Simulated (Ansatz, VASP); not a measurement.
**Hf2CSO (Hf2COS MXene monolayer): VASP beside Ansatz**

Aim: how closely do two programs agree when they are given the same cell, functional and k mesh? The cell is taken from a series of runs on this material, whose earlier steps may have relaxed, scaled, displaced or heated it; both programs get it as it stands.

Main program and level: Ansatz 0.2.0; plane waves, with VASP 6.6.1 beside it; single point at PBE with D3(BJ).

## Step 1: Set-up

The cell holds 5 atoms: 1 S, 2 Hf, 1 C and 1 O. Its edges and angles: a = 3.330 Å, b = 3.330 Å, c = 23.196 Å, α = 90.0°, β = 90.0°, γ = 120.0°. Vacuum lies along c.

## Step 2: Ansatz: single point, PBE with D3(BJ)

Ansatz runs on its PAW soft_1 files.

A single point gives forces, pressure and levels at one fixed geometry, so differences don't come from the geometry; what else differs is listed under the comparison.

The input, input.yaml:

```yaml
crystal:
  lattice:
    - [3.33009622, 0.0, 0.0]
    - [-1.66504811, 2.8839479236, 0.0]
    - [0.0, 0.0, 23.1958710965]
  atoms:
    - { symbol: S, position: [0.3333333333, 0.6666666667, 0.3880000868] }
    - { symbol: Hf, position: [0.6666666667, 0.3333333333, 0.4567532067] }
    - { symbol: C, position: [0.0, 0.0, 0.5135482044] }
    - { symbol: Hf, position: [0.3333333333, 0.6666666667, 0.5729135639] }
    - { symbol: O, position: [0.6666666667, 0.3333333333, 0.6119999132] }
kpoints:
  mp_grid: { grid: [18, 18, 1] }
  band_path:
    path: [[0, 0, 0], [0.5, 0, 0], [0.33333333, 0.33333333, 0], [0, 0, 0]]
    npoints: 16
hamiltonian:
  xc: pbe
  dispersion: d3bj
  pseudopotentials: { kind: paw, azcp: { folder: soft_1 } }
scf:
  occupations: { method: fermi_dirac, width: 0.02585 }
  convergence: { dr2_threshold: 1.0e-10 }
efield:
  axis: 3
  dipole_correction: true
  ramp_position: 0.97
  ramp_width: 0.06
  amplitude: 0
output:
  dos: { projected: true, e_range: [-6, 5] }
  write_potential: true
  write_density: true
  volumetric_format: npy
  elf: true
```

The run is started by

```sh
$ ansatz run input.yaml --threads 2 --pin off --max-ram 3072MiB --backend cpu --events-out ev --progress --plain --runs-dir out
```

Numbers of over 12 decimals in the logs are rounded to 6 here.

Log:

```text
Engine: ansatz 0.2.0, aarch64-unknown-linux-gnu
Pseudopotentials: kind: paw
Pseudopotential: S, paw, valence charge 6, recommended cutoff 420 eV (normal), soft_1/S.paw.azcp
Pseudopotential: Hf, paw, valence charge 26, recommended cutoff 420 eV (normal), soft_1/Hf.paw.azcp
Pseudopotential: C, paw, valence charge 4, recommended cutoff 420 eV (normal), soft_1/C.paw.azcp
Pseudopotential: O, paw, valence charge 6, recommended cutoff 420 eV (normal), soft_1/O.paw.azcp
Functional definition: PBE
  parameter kappa = 0.804
  parameter beta = 0.066725
  exchange = pbe_x(kappa = kappa, mu = beta*pi^2/3)
  correlation = pbe_c(beta = beta)
Crystal: 5 atoms, lattice volume = 222.769 Å³
Basis set: ecut = 420 eV, 4397 PW (Γ)
Bands: 41, of which v1, the nominal top of the filled ones, is band 34 counted from 1 (33 counted from 0)
Symmetry: 6 space group operations
Space group: P3m1 (ITA 156), of the structure as read, at distance tolerance 6.1e-5 Å
k-points: 37 of 324 (time reversal used)
Non-local potential: S, projectors of the file, l = 0: 2, l = 1: 2, l = 2: 1
Non-local potential: Hf, projectors of the file, l = 0: 3, l = 1: 2, l = 2: 2, l = 3: 3
Non-local potential: C, projectors of the file, l = 0: 2, l = 1: 2, l = 2: 1
Non-local potential: O, projectors of the file, l = 0: 2, l = 1: 2, l = 2: 1
PAW form: soft (Blöchl's): semilocal exchange-correlation on the pseudo side does not see the compensation charge
PAW one-centre angular grid: S, 110 points (default); XC on 64 Gauss nodes
PAW one-centre angular grid: Hf, 590 points (default); XC on 64 Gauss nodes
PAW one-centre angular grid: C, 110 points (default); XC on 64 Gauss nodes
PAW one-centre angular grid: O, 110 points (default); XC on 64 Gauss nodes
Initial density: superposition of atomic densities (neutral atoms: chi_scale 0, normalization atom)
Initial wavefunctions: pseudopotential atomic-orbital guess
Functional: x = pbe(κ = 0.804, μ = 0.219515), c = pbe(β = 0.066725)
SCF iter   1: F=—  HF=-33176.896387 eV  |F-HF|=—  |Δ(HF+E_count)|=         —  Δρ=7.72e-2  dr2=1.85e1  ethr=3.10e-3  p=0.000 e·Å  D=2.24e-6 V/Å  ΔV_dip=-0.00 eV  dr2_dipole=3.84e-3  V_vac-E_F(+/−)=8.00/8.00 eV  ⟨swp⟩=8.9  Hψ=7076  notcnv=0
efield: sawtooth ramp at fractional position 0.9700 (set: `efield.ramp_position`, or a place that a band, a saddle search or an elastic batch's reference lends), width 0.0600; the density the first Hamiltonian is built on has a dipole p = 0.000 e·Å; the dipole correction subtracts the counter field D = 2.24e-6 V/Å, which shifts the + side's vacuum level by -0.00 eV against the − side's; the planar-averaged density in the ramp window peaks in size at 7.0e-6 e/Å³
preconditioner: auto → Resta (q_TF=auto, 2.239 Å⁻¹)  ε∞=2.4  [insulator: Δε(μ)=0.588 eV  Ē_g=16.545 eV  σ=0.026 eV  W_gap=1.00  n_scr=34 (ndim 8)  ℏωp=19.9 eV  f_vac=0.646  D(μ)=0.00/eV (n_scr^D=0)  ε∞_Penn≈2.4  vacuum switching on, ρ_ref=2.0e-2 e/Å³]
SCF iter   2: F=—  HF=-33172.593607 eV  |F-HF|=—  |Δ(HF+E_count)|=    4.30e0  Δρ=3.67e-2  dr2=2.97e0  ethr=3.10e-3  p=-0.014 e·Å  D=-1.18e-2 V/Å  ΔV_dip=0.27 eV  dr2_dipole=4.04e-1  V_vac-E_F(+/−)=6.19/5.92 eV  ⟨swp⟩=4.2  Hψ=4002  notcnv=0  defer=59
preconditioner: auto → LDOS  [insulator: Δε(μ)=0.106 eV  Ē_g=16.992 eV  σ=0.026 eV  W_gap=0.67  n_scr=34 (ndim 8)  ℏωp=19.9 eV  f_vac=0.650  D(μ)=0.47/eV (n_scr^D=4)  ε∞_Penn≈2.4  β→1.0]
SCF iter   3: F=—  HF=-33172.148974 eV  |F-HF|=—  |Δ(HF+E_count)|=   4.45e-1  Δρ=8.64e-3  dr2=4.53e-1  ethr=3.10e-3  p=0.091 e·Å  D=7.38e-2 V/Å  ΔV_dip=-1.71 eV  dr2_dipole=9.95e-2  V_vac-E_F(+/−)=4.48/6.19 eV  ⟨swp⟩=3.6  Hψ=3093  notcnv=0  defer=57
SCF iter   4: F=—  HF=-33172.096639 eV  |F-HF|=—  |Δ(HF+E_count)|=   5.23e-2  Δρ=3.27e-3  dr2=2.30e-2  ethr=6.66e-4  p=0.065 e·Å  D=5.27e-2 V/Å  ΔV_dip=-1.22 eV  dr2_dipole=3.12e-5  V_vac-E_F(+/−)=4.77/6.00 eV  ⟨swp⟩=3.3  Hψ=3111  notcnv=0  defer=52
SCF iter   5: F=—  HF=-33172.097700 eV  |F-HF|=—  |Δ(HF+E_count)|=   1.06e-3  Δρ=9.85e-4  dr2=6.88e-3  ethr=3.38e-5  p=0.077 e·Å  D=6.25e-2 V/Å  ΔV_dip=-1.45 eV  dr2_dipole=1.01e-3  V_vac-E_F(+/−)=4.62/6.07 eV  ⟨swp⟩=3.1  Hψ=2944  notcnv=0  defer=52
SCF iter   6: F=—  HF=-33172.095990 eV  |F-HF|=—  |Δ(HF+E_count)|=   1.71e-3  Δρ=2.80e-4  dr2=2.92e-4  ethr=1.01e-5  p=0.071 e·Å  D=5.77e-2 V/Å  ΔV_dip=-1.34 eV  dr2_dipole=1.11e-6  V_vac-E_F(+/−)=4.63/5.97 eV  ⟨swp⟩=2.4  Hψ=2927  notcnv=0  defer=52
SCF iter   7: F=—  HF=-33172.095962 eV  |F-HF|=—  |Δ(HF+E_count)|=   2.75e-5  Δρ=9.52e-5  dr2=1.61e-5  ethr=4.30e-7  p=0.071 e·Å  D=5.77e-2 V/Å  ΔV_dip=-1.34 eV  dr2_dipole=7.68e-8  V_vac-E_F(+/−)=4.64/5.98 eV  ⟨swp⟩=3.0  Hψ=2830  notcnv=0  defer=52
SCF iter   8: F=—  HF=-33172.095964 eV  |F-HF|=—  |Δ(HF+E_count)|=   1.58e-6  Δρ=2.52e-5  dr2=1.04e-6  ethr=2.37e-8  p=0.071 e·Å  D=5.78e-2 V/Å  ΔV_dip=-1.34 eV  dr2_dipole=7.61e-9  V_vac-E_F(+/−)=4.64/5.98 eV  ⟨swp⟩=2.7  Hψ=2844  notcnv=0  defer=52
SCF iter   9: F=—  HF=-33172.095878 eV  |F-HF|=—  |Δ(HF+E_count)|=   8.55e-5  Δρ=8.78e-6  dr2=1.11e-7  ethr=1.53e-9  p=0.071 e·Å  D=5.78e-2 V/Å  ΔV_dip=-1.34 eV  dr2_dipole=5.00e-9  V_vac-E_F(+/−)=4.64/5.98 eV  ⟨swp⟩=3.0  Hψ=3118  notcnv=0  defer=52
SCF iter  10: F=—  HF=-33172.095878 eV  |F-HF|=—  |Δ(HF+E_count)|=   1.79e-7  Δρ=3.80e-6  dr2=1.55e-8  ethr=1.63e-10  p=0.071 e·Å  D=5.78e-2 V/Å  ΔV_dip=-1.34 eV  dr2_dipole=2.53e-10  V_vac-E_F(+/−)=4.64/5.98 eV  ⟨swp⟩=2.3  Hψ=2761  notcnv=0  defer=52
SCF iter  11: F=—  HF=-33172.095878 eV  |F-HF|=—  |Δ(HF+E_count)|=   5.41e-8  Δρ=8.28e-7  dr2=9.30e-10  ethr=2.28e-11  p=0.071 e·Å  D=5.78e-2 V/Å  ΔV_dip=-1.34 eV  dr2_dipole=6.11e-12  V_vac-E_F(+/−)=4.64/5.98 eV  ⟨swp⟩=2.2  Hψ=2691  notcnv=0  defer=52
SCF iter  12: F=-33172.095878 eV  HF=-33172.095878 eV  |F-HF|=0.00e0  |Δ(HF+E_count)|=   1.44e-9  Δρ=1.97e-7  dr2=6.22e-11  ethr=1.00e-12  p=0.071 e·Å  D=5.78e-2 V/Å  ΔV_dip=-1.34 eV  dr2_dipole=1.47e-14  V_vac-E_F(+/−)=4.64/5.98 eV  ⟨swp⟩=16.1  Hψ=7818  notcnv=0
SCF 1 converged in 12 iterations: F = -33172.095878 eV  dr2 = 6.22e-11
  greatest PAW one-centre occupation: 0.999 electrons in one spin orbital (limit 2), on the Hf atom at site 3 (counted from 0), in its partial waves of l = 0
NSCF: frozen V_eff on 49 k-points
efield: sawtooth ramp at fractional position 0.9700 (kept from the solve that this one continues, or follows in the run), width 0.0600; the density the first Hamiltonian is built on has a dipole p = 0.071 e·Å; the dipole correction subtracts the counter field D = 5.78e-2 V/Å, which shifts the + side's vacuum level by -1.34 eV against the − side's; the planar-averaged density in the ramp window peaks in size at 7.0e-6 e/Å³
WARN: The output density's exchange-correlation potential varies sharply where the density is thin. Do not read a vacuum level from v_tot or v_xc, or from such a field of the output density. On a cell that repeats whose density bears no net charge and no dipole along the vacuum's axis use v_es (v_loc + v_h of the components); under efield.dipole_correction with no amplitude use v_es + v_field, which holds any externa [...]
SCF converged after 12 iterations
Free energy (F): -33172.095878 eV
Harris-Foulkes:  -33172.095878 eV  (|F-HF|=0.00e0)
Internal energy: -33172.094196 eV  (E = F + TS)
E sigma→0 (E₀):  -33172.095037 eV
Entropy (-TS):   -0.001682 eV (-0.336 meV/atom)
Fermi energy:    1.155335 eV
Dipole field:    D = 0.057784 V/Å  (p = 0.071137 e·Å, saw-weighted, corrected)
Work function:   Φ+ = 4.6414 eV   Φ− = 5.9818 eV
Levels:          The Fermi level and band energies are counted from a zero that moves with the ramp; work functions are not
--- Per-component energies (eV) ---
  E_band       = -1016.130560
  E_kinetic    = 1172.745934
  E_local      = -108667.050504  (includes V_loc(G=0)·N_el)
  E_nonlocal   = 233.728442
  E_hartree    = 53585.748396
  E_xc         = -741.015217
  E_vxc        = -742.288720  (∫ρ·V_xc dr)
  E_paw        = -16268.386888  (= ΣΔE_a)
  E_vpaw       = -183.661092  (= ΣTr[D̂ρ^β])
  E_aug_tail   = 0.000907  (compensation charges beyond the density's cutoff)
  E_efield     = 0.002055  (sawtooth field / dipole correction)
  E_vefield    = -1.102381  (∫n·V_field dr)
  E_ewald      = 37513.306692
  E_disp       = -1.174013  (pairwise vdW)
  E_smearing   = -0.001682  (= −TS)
  E_closure    = 0.000000  (closes the sum)
  Σ components = -33172.095878   (vs F -33172.095878, Δ=0.00e0)
--- Band table (eV; the first three rows and the last of 37) ---
  k-point 0: bands = [... 30 lower, -1.0374, -0.1154, 1.3486, 1.3486, 2.7484, 2.7484, 2.8638, 4.2897, ... 3 higher]
  k-point 1: bands = [... 30 lower, -1.0294, -0.0007, 1.0007, 1.1835, 2.6646, 2.9258, 3.0826, 4.3283, ... 3 higher]
  k-point 2: bands = [... 30 lower, -1.0139, -0.0150, 0.4277, 0.8597, 2.4403, 3.2736, 3.4522, 4.3802, ... 3 higher]
  k-point 36: bands = [... 30 lower, -2.2927, -1.5798, -1.2410, -1.2051, 3.4213, 3.8953, 4.4781, 5.1054, ... 3 higher]
```

## Step 3: VASP: single point, PBE with D3(BJ)

The same cell, functional, mesh and smearing now go to VASP, with its own data sets.

Lines of VASP's logs that name or quote its potential files are left out, and so is its time.

The input, INCAR:

```
SYSTEM = Hf2CSO
PREC = Accurate
ENCUT = 520
EDIFF = 1E-06
NELM = 120
ISMEAR = -1
SIGMA = 0.02585
LREAL = .FALSE.
ALGO = Normal
GGA = PE
IVDW = 12
NBANDS = 24
LASPH = .TRUE.
LORBIT = 11
LWAVE = .FALSE.
LCHARG = .FALSE.
ISIF = 2
LDIPOL = .TRUE.
IDIPOL = 3
DIPOL = 0.5 0.5 0.509
LVHAR = .TRUE.
GGA_COMPAT = .FALSE.
NELMDL = -8
KPAR = 2
```

The input, POSCAR:

```
Hf2CSO
1.0
    3.3300962200      0.0000000000      0.0000000000
   -1.6650481100      2.8839479236      0.0000000000
    0.0000000000      0.0000000000     23.1958710965
S Hf C O
1 2 1 1
Direct
    0.3333333333      0.6666666667      0.3880000868
    0.6666666667      0.3333333333      0.4567532067
    0.3333333333      0.6666666667      0.5729135639
    0.0000000000      0.0000000000      0.5135482044
    0.6666666667      0.3333333333      0.6119999132
```

The input, KPOINTS:

```
Automatic mesh
0
Gamma
18 18 1
0 0 0
```

PAW data sets: S, Hf_pv, C and O (PBE family, release 64).

The run is started by

```sh
$ mpirun -np 2 vasp_std
```

Log:

```text
[banner, memory and clock lines left out]
running    2 mpi-ranks, on    1 nodes
 distrk:  each k-point on    1 cores,    2 groups
 distr:  one band on    1 cores,    1 groups

 POSCAR found type information on POSCAR S HfC O
 POSCAR found :  4 types and       5 ions
 LDA part: xc-table for (Slater+PW92), standard interpolation
 POSCAR, INCAR and KPOINTS ok, starting setup
 FFT: planning ... GRIDC
 FFT: planning ... GRID_SOFT
 FFT: planning ... GRID
 WAVECAR not read
 entering main loop
       N       E                     dE             d eps       ncg     rms          rms(c)
DAV:   1     0.227923763100E+03    0.22792E+03   -0.17941E+04  2112   0.122E+03
DAV:   2    -0.292348143972E+02   -0.25716E+03   -0.25149E+03  2344   0.281E+02
DAV:   3    -0.534827186752E+02   -0.24248E+02   -0.23991E+02  2304   0.796E+01
DAV:   4    -0.541144001254E+02   -0.63168E+00   -0.63045E+00  2448   0.141E+01
DAV:   5    -0.541322020047E+02   -0.17802E-01   -0.17797E-01  2368   0.209E+00
DAV:   6    -0.541330715010E+02   -0.86950E-03   -0.86944E-03  2576   0.438E-01
DAV:   7    -0.541330895117E+02   -0.18011E-04   -0.18010E-04  2392   0.613E-02
DAV:   8    -0.541330905200E+02   -0.10082E-05   -0.10083E-05  2136   0.130E-02    0.778E+01
DAV:   9    -0.471745889507E+02    0.69585E+01   -0.34831E+01  2176   0.301E+01    0.593E+01
DAV:  10    -0.475582414925E+02   -0.38365E+00   -0.97992E+00  2496   0.226E+01    0.829E+00
DAV:  11    -0.470157596071E+02    0.54248E+00   -0.68102E+00  2504   0.134E+01    0.422E+00
DAV:  12    -0.469212723307E+02    0.94487E-01   -0.11241E+00  2456   0.667E+00    0.306E+00
DAV:  13    -0.469257300557E+02   -0.44577E-02   -0.16490E-01  2360   0.237E+00    0.155E+00
DAV:  14    -0.469211631495E+02    0.45669E-02   -0.45849E-02  2304   0.127E+00    0.753E-01
[...]
DAV:  23    -0.469219099080E+02   -0.41259E-04   -0.11996E-06  1784   0.487E-03    0.534E-03
DAV:  24    -0.469219344268E+02   -0.24519E-04   -0.51814E-07  1736   0.295E-03    0.226E-03
DAV:  25    -0.469219562623E+02   -0.21836E-04   -0.75053E-07  1648   0.279E-03    0.226E-03
DAV:  26    -0.469219604666E+02   -0.42043E-05   -0.11854E-07  1584   0.138E-03    0.183E-03
DAV:  27    -0.469219629090E+02   -0.24424E-05   -0.10469E-07  1592   0.109E-03    0.998E-04
DAV:  28    -0.469219643335E+02   -0.14244E-05   -0.50554E-08  1536   0.931E-04    0.527E-04
DAV:  29    -0.469219657732E+02   -0.14397E-05   -0.45960E-08  1464   0.775E-04    0.503E-04
DAV:  30    -0.469219664090E+02   -0.63582E-06   -0.21417E-08  1496   0.656E-04
   1 F= -.48095831E+02 E0= -.48094943E+02  d E =-.177662E-02
```

From OUTCAR (step 3):

```text
ion  position               nearest neighbor table
   1  0.333  0.667  0.388-   2 2.50   2 2.50   2 2.50
   2  0.667  0.333  0.457-   4 2.33   4 2.33   4 2.33   1 2.50   1 2.50   1 2.50   3 3.31   3 3.31
                             3 3.31
   3  0.333  0.667  0.573-   5 2.13   5 2.13   5 2.13   4 2.36   4 2.36   4 2.36   2 3.31   2 3.31
                             2 3.31
   4  0.000  0.000  0.514-   2 2.33   2 2.33   2 2.33   3 2.36   3 2.36   3 2.36
   5  0.667  0.333  0.612-   3 2.13   3 2.13   3 2.13

  LATTYP: Found a hexagonal cell.
 ALAT       =     3.3300962200
 C/A-ratio  =     6.9655257879

 Subroutine GETGRP returns: Found  6 space group operations
 (whereof  6 operations were pure point group operations)

The static configuration has the point symmetry C_3v.

 Found     37 irreducible k-points:

   k-points           NKPTS =     37   k-points in BZ     NKDIM =     37   number of bands    NBANDS=     24

   dimension x,y,z NGX =    28 NGY =   28 NGZ =  180
   dimension x,y,z NGXF=    56 NGYF=   56 NGZF=  360

   ENCUT  =  520.0 eV  38.22 Ry    6.18 a.u.   6.19  6.19 43.13*2*pi/ulx,y,z

   NELECT =      36.0000    total number of electrons

 k-points in reciprocal lattice and weights: Automatic mesh
   0.00000000  0.00000000  0.00000000       0.003
   0.05555556 -0.00000000  0.00000000       0.019
   0.11111111 -0.00000000  0.00000000       0.019
   0.16666667 -0.00000000  0.00000000       0.019
   0.22222222 -0.00000000  0.00000000       0.019
   0.27777778  0.00000000  0.00000000       0.019
   0.33333333  0.00000000  0.00000000       0.019
   0.38888889  0.00000000  0.00000000       0.019
   0.44444444 -0.00000000  0.00000000       0.019
[...]
0.33333333  0.27777778  0.00000000       0.037
   0.33333333  0.33333333  0.00000000       0.006

 dipolmoment           0.000000      0.000000     -0.068714 electrons x Angstroem

 average (electrostatic) potential at core
       1 -92.4933       2 -43.7786       3 -44.7455       4 -55.5331       5 -77.8789

 E-fermi :  -1.8204

 k-point     1 :       0.0000    0.0000    0.0000
  band No.  band energies     occupation
    ...
     12      -7.2056      2.00000
     13      -5.8216      2.00000
     14      -3.9961      2.00000
     15      -3.9961      2.00000
     16      -3.1210      2.00000
     17      -1.6454      0.00229
     18      -1.6454      0.00229
     19      -0.2152      0.00000
     20      -0.2152      0.00000
     21      -0.1082      0.00000
    ...

 k-point     2 :       0.0556   -0.0000    0.0000
  band No.  band energies     occupation
    ...
     14      -4.1844      2.00000
     15      -3.9886      2.00000
     16      -3.0012      2.00000
     17      -1.9883      1.99699
     18      -1.8059      0.72682
     19      -0.3043      0.00000
     20      -0.0411      0.00000
     21       0.1124      0.00000
     22       1.3763      0.00000
     23       1.5001      0.00000
    ...

 k-point     3 :       0.1111   -0.0000    0.0000
  band No.  band energies     occupation
    ...
     14      -4.4970      2.00000
     15      -3.9744      2.00000
     16      -3.0109      2.00000
     17      -2.5559      2.00000
     18      -2.1230      1.99998
     19      -0.5297      0.00000
     20       0.3035      0.00000
     21       0.4806      0.00000
     22       1.4201      0.00000
     23       1.5199      0.00000
    ...

 Edisp (eV)   -1.17386

  Total      -0.60818    -0.60818    -0.48396     0.00000     0.00000    -0.00000
  in kB      -4.37408    -4.37408    -3.48071     0.00000     0.00000    -0.00000
  external pressure =       -4.08 kB  Pullay stress =        0.00 kB

  energy-cutoff  :      520.00
  volume of cell :      222.77
      direct lattice vectors                 reciprocal lattice vectors
     3.330096220  0.000000000  0.000000000     0.300291623  0.173373450  0.000000000
    -1.665048110  2.883947924  0.000000000     0.000000000  0.346746899  0.000000000
     0.000000000  0.000000000 23.195871096     0.000000000  0.000000000  0.043111121

 POSITION                                       TOTAL-FORCE (eV/Angst)
 -----------------------------------------------------------------------------------
     -0.00000      1.92263      9.00000         0.000000      0.000000      0.070636
      1.66505      0.96132     10.59479        -0.000000      0.000000     -0.021200
     -0.00000      1.92263     13.28923        -0.000000     -0.000000      0.086682
      0.00000      0.00000     11.91220         0.000000      0.000000      0.030639
      1.66505      0.96132     14.19587        -0.000000      0.000000     -0.166758
 -----------------------------------------------------------------------------------
    total drift:                                0.000000     -0.000000     -0.000725

  FREE ENERGIE OF THE ION-ELECTRON SYSTEM (eV)
  ---------------------------------------------------
  free  energy   TOTEN  =       -48.0958312584 eV

  energy  without entropy=      -48.0940546373  energy(sigma->0) =      -48.09494295

 vacuum level on the upper side and lower side of the slab         2.864         4.160

 total charge
# of ion       s       p       d       tot
------------------------------------------
    1        1.354   2.421   0.000   3.774
    2        0.321   6.621   1.607   8.548
    3        0.306   6.589   1.511   8.407
    4        0.864   1.525   0.000   2.389
    5        1.565   3.472   0.000   5.038
--------------------------------------------------
tot          4.410  20.628   3.118  28.156

[... 3 further parts left out ...]
```

Harder data sets than Hf_pv exist (the GW ones), and pressures, volumes and forces can shift noticeably with them.

## Step 4: Comparison

Known differences besides the potentials themselves: the data sets hold 68 valence electrons in Ansatz (on its PAW soft_1 files) and 36 in VASP; the cutoff is 420 eV in Ansatz and 520 eV in VASP. Total energies have different zeros and are not compared.

The two programs side by side:

```csv
quantity,Ansatz,VASP,difference
"work function, lower of the two faces (eV)",4.64,4.68,-0.04
"work function, higher of the two faces (eV)",5.98,5.98,0.00
```

With vacuum in the cell, a pressure given here is an average over mostly empty space and none of the material.

## Step 5: Summary of results

| Item | Value |
| --- | --- |
| difference in work function, lower of the two faces (single point, PBE with D3(BJ)) | -0.043 eV |

The difference in work function, lower of the two faces is -0.043 eV (single point, PBE with D3(BJ)). The data sets hold unlike numbers of valence electrons (68 in Ansatz and 36 in VASP), so part of the differences comes from the potentials. Such differences can come from data sets, numerical settings and the points named under the comparisons, not from the functional's error against experiment.

[Lines on the potential files, build, host, timing and source positions are cut from VASP's logs without a mark.]

[Logs are printed without paths, hosts, clocks, repeated set-up lines and the standing remarks that a program may print on its own settings, such as how far it seeks lower states.]

[Hosts, paths, dates, database ids (printed as entryN), source tags and the programs' standing remarks are cut or masked in the printed files.]
